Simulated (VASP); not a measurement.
Computed with PBE GGA, VASP's PBE PAW potentials (set 64) (plane waves; VASP).

VASP ran on this input.

**KPOINTS**
```
Automatic mesh
0
Gamma
10 10 8
0 0 0
```

### INCAR
```
! general
SYSTEM   =  HfB2
PREC     =  Accurate
ENCUT    =  600
LREAL    =  .FALSE.
LASPH    =  .TRUE.

! electronic loop
EDIFF    =  1E-7
NELM     =  100
ALGO     =  Normal
LMAXMIX  =  6

! smearing
ISMEAR   =  1
SIGMA    =  0.1

! functional
GGA      =  PE

! ions
ISIF     =  2

! output
LWAVE    =  .FALSE.
LCHARG   =  .FALSE.
```

### POSCAR
```
HfB2
3.2670460
  0.5000000436  -0.8660255534   0.0000000000
  0.5000000436   0.8660255534   0.0000000000
  0.0000000000   0.0000000000   1.1114167367
Hf B
1 2
direct
  1.0000000000   0.0000000000   0.0000000000
  0.3333330000   0.6666670000   0.5000000000
  0.6666670000   0.3333330000   0.5000000000
```

POTCAR, in this order: Hf_pv B (PBE.64 set). Program: vasp_std.

The run wrote:

OSZICAR:
```
       N       E                     dE             d eps       ncg     rms          rms(c)
DAV:   1     0.299228264895E+02    0.29923E+02   -0.89306E+03  1680   0.139E+03
DAV:   2    -0.264683359545E+02   -0.56391E+02   -0.52871E+02  2044   0.246E+02
DAV:   3    -0.283400369371E+02   -0.18717E+01   -0.18398E+01  2232   0.337E+01
DAV:   4    -0.283587610201E+02   -0.18724E-01   -0.18687E-01  2080   0.364E+00
DAV:   5    -0.283590053438E+02   -0.24432E-03   -0.24416E-03  2220   0.334E-01    0.428E+01
DAV:   6    -0.261827939882E+02    0.21762E+01   -0.54334E+00  2076   0.142E+01    0.323E+01
DAV:   7    -0.261406497327E+02    0.42144E-01   -0.13836E+00  2160   0.764E+00    0.118E+01
DAV:   8    -0.261024033892E+02    0.38246E-01   -0.31877E-01  2020   0.377E+00    0.132E+00
DAV:   9    -0.260982921927E+02    0.41112E-02   -0.29529E-02  2028   0.122E+00    0.229E-01
DAV:  10    -0.260982270370E+02    0.65156E-04   -0.90696E-04  2020   0.259E-01    0.309E-01
DAV:  11    -0.260982315544E+02   -0.45174E-05   -0.10507E-04  2084   0.817E-02    0.150E-01
DAV:  12    -0.260982277396E+02    0.38148E-05   -0.11209E-05  2080   0.284E-02    0.274E-02
DAV:  13    -0.260982279344E+02   -0.19487E-06   -0.43220E-07  2064   0.650E-03    0.283E-03
DAV:  14    -0.260982279546E+02   -0.20188E-07   -0.20350E-08  1280   0.121E-03
   1 F= -.26098228E+02 E0= -.26098045E+02  d E =-.547922E-03
```

### OUTCAR
```
------------------------ aborting loop because EDIFF is reached ----------------------------------------
  FORCE on cell =-STRESS in cart. coord.  units (eV):
  Direction    XX          YY          ZZ          XY          YZ          ZX
  --------------------------------------------------------------------------------------
  Total       -5.1883603     -5.1883611     -4.5178697      0.0000000      0.0000000     -0.0000000
  in kB     -247.6665082   -247.6665505   -215.6606251      0.0000000      0.0000000     -0.0000000
  external PRESSURE =    -236.9978946 kB  Pullay stress =       0.0000000 kB
  volume of cell :       33.56
      direct lattice vectors                 reciprocal lattice vectors
     1.633523143 -2.829345320  0.000000000     0.306086879 -0.176719327  0.000000000
     1.633523143  2.829345320  0.000000000     0.306086879  0.176719327  0.000000000
     0.000000000  0.000000000  3.631049604     0.000000000  0.000000000  0.275402462
 POSITION                                       TOTAL-FORCE (eV/Angst)
 -----------------------------------------------------------------------------------
      0.00000      0.00000      0.00000         0.000000      0.000000      0.000000
      1.63352      0.94312      1.81552         0.000000      0.000000      0.000000
      1.63352     -0.94312      1.81552        -0.000000     -0.000000     -0.000000
 -----------------------------------------------------------------------------------
    total drift:                                0.000000      0.000000      0.000000
  FREE ENERGIE OF THE ION-ELECTRON SYSTEM (eV)
  ---------------------------------------------------
  free  energy   TOTEN  =       -26.0982279546 eV

  energy  without entropy=      -26.0976800330  energy(sigma->0) =      -26.09804531
```
(Selected blocks of OUTCAR.)

The compound is HfB2 in the AlB2 type structure. This cell was strained or had an atom moved on purpose.
